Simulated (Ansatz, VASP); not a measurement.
# Cross-check of Ge between VASP and Ansatz, part 2 of 2

Aim: how closely do two programs agree when they are given the same cell, functional and k mesh? The structure shown is frame 250 of Ansatz's trajectory.

VASP 6.6.1 and Ansatz 0.2.0.

So far: Starting point; Ansatz: dynamics, PBE.

## 3. VASP: single point, PBE

Level of this step: PBE; plane waves and PAW (Ge_d) (VASP).

The same cell, functional, mesh and smearing now go to VASP, with its own data sets.

Lines of VASP's logs that name or quote its potential files are left out, and so is its time.

Input file INCAR:

```
SYSTEM = Ge
PREC = Accurate
ENCUT = 410
EDIFF = 1E-06
NELM = 120
ISMEAR = -1
SIGMA = 0.106
LREAL = .FALSE.
ALGO = Normal
GGA = PE
NBANDS = 138
LORBIT = 11
LWAVE = .FALSE.
LCHARG = .FALSE.
ISIF = 2
LASPH = .TRUE.
GGA_COMPAT = .FALSE.
EFERMI = MIDGAP
```

Input file POSCAR:

```
Ge
1.0
    7.0108000000      0.0000000000      0.0000000000
    0.0000000000      7.0108000000      0.0000000000
    0.0000000000      0.0000000000      7.0108000000
Ge
16
Direct
    0.3879443145      0.2212871570      0.9216066640
    0.0107120443      0.5951389285      0.6564871341
    0.1599389513      0.1984224340      0.4530581389
    0.7576453472      0.8589604610      0.7912649056
    0.4308495464      0.4900154048      0.6632053403
    0.7584441148      0.2267216295      0.7386603526
    0.5072887545      0.1829891025      0.2671592400
    0.3588178239      0.6864837108      0.9931819479
    0.1617361785      0.7174359560      0.3531979232
    0.9818708279      0.0326210989      0.1269755235
    0.1307696697      0.9582073373      0.8013921378
    0.6503394762      0.8507873566      0.2889541850
    0.7587864438      0.5266588692      0.0289125349
    0.4566098020      0.8648371085      0.5910595082
    0.7253951047      0.4481656872      0.4545558282
    0.1164346437      0.4393507160      0.1118845210
```

Input file KPOINTS:

```
Automatic mesh
0
Gamma
1 1 1
0 0 0
```

The projector-augmented-wave data sets are Ge_d (PBE family, release 64).

Launch:

```bash
mpirun -np 4 vasp_gam
```

Numbers of over 12 decimals in the logs are rounded to 6 here.

The log of the run:

```text
[banner, memory and clock lines left out]
running    4 mpi-ranks, on    1 nodes
 distrk:  each k-point on    4 cores,    1 groups
 distr:  one band on    1 cores,    4 groups

 POSCAR found type information on POSCAR Ge
 POSCAR found :  1 types and      16 ions
 LDA part: xc-table for (Slater+PW92), standard interpolation
|                                                                             |
|           W    W    AA    RRRRR   N    N  II  N    N   GGGG   !!!           |
|           W    W   A  A   R    R  NN   N  II  NN   N  G    G  !!!           |
|           W    W  A    A  R    R  N N  N  II  N N  N  G       !!!           |
|           W WW W  AAAAAA  RRRRR   N  N N  II  N  N N  G  GGG   !            |
|           WW  WW  A    A  R   R   N   NN  II  N   NN  G    G                |
|           W    W  A    A  R    R  N    N  II  N    N   GGGG   !!!           |
|                                                                             |
|     The number of bands has been changed from the values supplied in        |
|     The orbitals not found in the WAVECAR file will be initialized with     |
|     random numbers, which is usually adequate. For correlated               |
|     calculations, however, you should redo the groundstate calculation.     |
|     I found NBANDS = 138. Now, NBANDS = 140.                                |
|                                                                             |

 POSCAR, INCAR and KPOINTS ok, starting setup
 FFT: planning ... GRIDC
 FFT: planning ... GRID_SOFT
 FFT: planning ... GRID
 WAVECAR not read
 entering main loop
       N       E                     dE             d eps       ncg     rms          rms(c)
DAV:   1     0.341248975989E+04    0.34125E+04   -0.83615E+04   312   0.458E+03
DAV:   2     0.706553916090E+03   -0.27059E+04   -0.25865E+04   280   0.108E+03
DAV:   3     0.523644615471E+02   -0.65419E+03   -0.60520E+03   296   0.266E+02
DAV:   4    -0.600488624658E+02   -0.11241E+03   -0.10458E+03   336   0.106E+02
DAV:   5    -0.679119039793E+02   -0.78630E+01   -0.76596E+01   320   0.284E+01    0.616E+00
DAV:   6    -0.678109866453E+02    0.10092E+00   -0.20605E+00   456   0.142E+01    0.306E+00
DAV:   7    -0.677661967417E+02    0.44790E-01   -0.49271E-01   304   0.488E+00    0.925E-01
DAV:   8    -0.677691348818E+02   -0.29381E-02   -0.12132E-01   336   0.482E+00    0.350E-01
DAV:   9    -0.677693773056E+02   -0.24242E-03   -0.21893E-02   336   0.250E+00    0.178E-01
DAV:  10    -0.677704744778E+02   -0.10972E-02   -0.13246E-02   328   0.101E+00    0.652E-02
DAV:  11    -0.677706212631E+02   -0.14679E-03   -0.20235E-03   304   0.794E-01    0.308E-02
DAV:  12    -0.677706319284E+02   -0.10665E-04   -0.48319E-04   376   0.337E-01    0.153E-02
DAV:  13    -0.677706565801E+02   -0.24652E-04   -0.26075E-04   304   0.101E-01    0.773E-03
DAV:  14    -0.677706602775E+02   -0.36973E-05   -0.43595E-05   304   0.822E-02    0.392E-03
DAV:  15    -0.677706604530E+02   -0.17556E-06   -0.49912E-06   256   0.514E-02
   1 F= -.67770660E+02 E0= -.67746793E+02  d E =-.477357E-01
```

OUTCAR, selected parts (step 3):

```text
ion  position               nearest neighbor table
   1  0.388  0.221  0.922-   7 2.58   5 2.63  11 2.71  16 2.78   6 2.90
   2  0.011  0.595  0.656-   9 2.53  15 2.66   4 2.73  11 2.87
   3  0.160  0.198  0.453-   7 2.76  10 2.85
   4  0.758  0.859  0.791-  14 2.53   6 2.60  11 2.71   2 2.73  13 2.86
   5  0.431  0.490  0.663-  15 2.55   1 2.63  14 2.68   8 2.74
   6  0.758  0.227  0.739-  15 2.54   4 2.60   1 2.90
   7  0.507  0.183  0.267-  12 2.54   1 2.58  15 2.74   3 2.76
   8  0.359  0.686  0.993-  16 2.57   5 2.74  11 2.83   9 2.89
   9  0.162  0.717  0.353-   2 2.53  16 2.60  14 2.85   8 2.89
  10  0.982  0.033  0.127-  11 2.56   3 2.85  12 2.88
  11  0.131  0.958  0.801-  10 2.56   4 2.71   1 2.71  14 2.80   8 2.83   2 2.87
  12  0.650  0.851  0.289-  14 2.52   7 2.54  10 2.88
  13  0.759  0.527  0.029-  16 2.65   4 2.86
  14  0.457  0.865  0.591-  12 2.52   4 2.53   5 2.68  11 2.80   9 2.85
  15  0.725  0.448  0.455-   6 2.54   5 2.55   2 2.66   7 2.74
  16  0.116  0.439  0.112-   8 2.57   9 2.60  13 2.65   1 2.78

  LATTYP: Found a simple cubic cell.
 ALAT       =     7.0108000000

 Subroutine GETGRP returns: Found  1 space group operations
 (whereof  1 operations were pure point group operations)

The static configuration has the point symmetry C_1 .

 Found      1 irreducible k-points:

   k-points           NKPTS =      1   k-points in BZ     NKDIM =      1   number of bands    NBANDS=    140

   dimension x,y,z NGX =    48 NGY =   48 NGZ =   48
   dimension x,y,z NGXF=    96 NGYF=   96 NGZF=   96

   ENCUT  =  410.0 eV  30.13 Ry    5.49 a.u.  11.57 11.57 11.57*2*pi/ulx,y,z

   NELECT =     224.0000    total number of electrons

 k-points in reciprocal lattice and weights: Automatic mesh
   0.00000000  0.00000000  0.00000000       1.000

 average (electrostatic) potential at core
       1 -73.9918       2 -73.9561       3 -74.1151       4 -74.0987       5 -73.9111
       6 -74.0832       7 -74.0492       8 -73.8103       9 -74.0712      10 -74.2792
      11 -74.2212      12 -74.1161      13 -73.9637      14 -74.2522      15 -73.9379
      16 -73.9170

 E-fermi :   5.9216

 k-point     1 :       0.0000    0.0000    0.0000
  band No.  band energies     occupation
    ...
    108       4.6131      1.99999
    109       5.0339      1.99954
    110       5.2099      1.99758
    111       5.4149      1.98335
    112       5.4444      1.97806
    113       6.3346      0.03984
    114       6.7080      0.00120
    115       6.8456      0.00033
    116       6.9802      0.00009
    117       7.1784      0.00001
    ...

  Total       -4.3904738     -3.9632864     -2.7449792      0.3857262      2.0116862     -1.4287049
  in kB      -20.4135830    -18.4273681    -12.7628277      1.7934405      9.3533695     -6.6427878
  external PRESSURE =     -17.2012596 kB  Pullay stress =       0.0000000 kB

  energy-cutoff  :      410.00
  volume of cell :      344.59
      direct lattice vectors                 reciprocal lattice vectors
     7.010800000  0.000000000  0.000000000     0.142637074  0.000000000  0.000000000
     0.000000000  7.010800000  0.000000000     0.000000000  0.142637074  0.000000000
     0.000000000  0.000000000  7.010800000     0.000000000  0.000000000  0.142637074

 POSITION                                       TOTAL-FORCE (eV/Angst)
 -----------------------------------------------------------------------------------
      2.71980      1.55140      6.46120         0.317314     -0.146490     -0.034896
      0.07510      4.17240      4.60250        -0.131006     -0.092786      0.045399
      1.12130      1.39110      3.17630        -0.106264      0.328795     -0.103181
      5.31170      6.02200      5.54740        -0.261248     -0.113795      0.421990
      3.02060      3.43540      4.64960        -0.677317     -0.545804     -0.042209
      5.31730      1.58950      5.17860         0.253745     -0.355463      0.519336
      3.55650      1.28290      1.87300        -0.340683      0.711533      0.426866
      2.51560      4.81280      6.96300         1.148966      0.917460      0.623625
      1.13390      5.02980      2.47620        -0.172560      0.474502     -0.036372
      6.88370      0.22870      0.89020        -1.098504     -0.272306      0.518405
      0.91680      6.71780      5.61840         0.997907      0.536093     -0.050255
      4.55940      5.96470      2.02580         1.005543     -0.536064     -1.217400
      5.31970      3.69230      0.20270        -0.122717     -0.428260      0.003785
      3.20120      6.06320      4.14380        -0.488806      0.497546      0.113420
      5.08560      3.14200      3.18680         0.150127     -0.450435     -1.243844
      0.81630      3.08020      0.78440        -0.474496     -0.524527      0.055332
 -----------------------------------------------------------------------------------
    total drift:                               -0.000740     -0.000734     -0.001691

  FREE ENERGIE OF THE ION-ELECTRON SYSTEM (eV)
  ---------------------------------------------------
  free  energy   TOTEN  =       -67.7706604530 eV

  energy  without entropy=      -67.7229247108  energy(sigma->0) =      -67.74679258

 total charge
# of ion       s       p       d       tot
------------------------------------------
    1        1.241   0.971  10.012  12.223
    2        1.254   0.954  10.020  12.229
    3        1.278   0.829   9.993  12.100
    4        1.216   1.000  10.026  12.242
    5        1.232   1.028  10.015  12.275
    6        1.237   0.937  10.011  12.186
    7        1.212   0.984  10.010  12.206
    8        1.291   0.906  10.010  12.206
    9        1.225   0.965  10.007  12.197
   10        1.236   0.882  10.004  12.122
   11        1.222   0.990  10.023  12.234
   12        1.224   0.943  10.012  12.179
   13        1.302   0.839  10.003  12.144
   14        1.244   0.991  10.028  12.262
   15        1.229   1.016  10.016  12.261
   16        1.190   1.054  10.011  12.254
--------------------------------------------------
tot         19.833  15.288 160.201 195.321
```

The run ends at a pressure of -1.72 GPa, with forces up to 1.7 eV/Å.

## 4. Differences

Known differences besides the potentials themselves: the cutoff is 420 eV in Ansatz and 410 eV in VASP. Total energies have different zeros and are not compared.

Forces on 8 of the 16 atoms, those with the largest forces and the largest differences (eV/Å; atoms numbered as in POSCAR):

| atom | Ansatz x, y, z | VASP x, y, z |
| --- | --- | --- |
| Ge5 | -0.673, -0.546, -0.039 | -0.677, -0.546, -0.042 |
| Ge7 | -0.340, 0.710, 0.428 | -0.341, 0.712, 0.427 |
| Ge8 | 1.144, 0.912, 0.622 | 1.149, 0.917, 0.624 |
| Ge9 | -0.170, 0.471, -0.040 | -0.173, 0.475, -0.036 |
| Ge10 | -1.095, -0.272, 0.516 | -1.099, -0.272, 0.518 |
| Ge11 | 0.995, 0.534, -0.050 | 0.998, 0.536, -0.050 |
| Ge12 | 1.003, -0.533, -1.215 | 1.006, -0.536, -1.217 |
| Ge15 | 0.149, -0.450, -1.238 | 0.150, -0.450, -1.244 |

The forces differ by 2.5 meV/Å r.m.s., which is 0.5 % of the r.m.s. force of 0.539 eV/Å (both taken over all components).

## 5. What came out

| Item | Value |
| --- | --- |
| r.m.s. force difference (single point, PBE) | 0.47 % of the r.m.s. force |

What this shows: The r.m.s. force difference is 0.47 % of the r.m.s. force (single point, PBE), within the 3 % picked in this series as the mark of a large difference. 2 further runs of this series are not shown here. How closely two codes agree says nothing of how well the functional describes the real material.

[Lines on the potential files, build, host, timing and source positions are cut from VASP's logs without a mark.]

[Logs are printed without paths, hosts, clocks, repeated set-up lines and the standing remarks that a program may print on its own settings, such as how far it seeks lower states.]

[Hosts, paths, dates, database ids (printed as entryN), source tags and the programs' standing remarks are cut or masked in the printed files.]
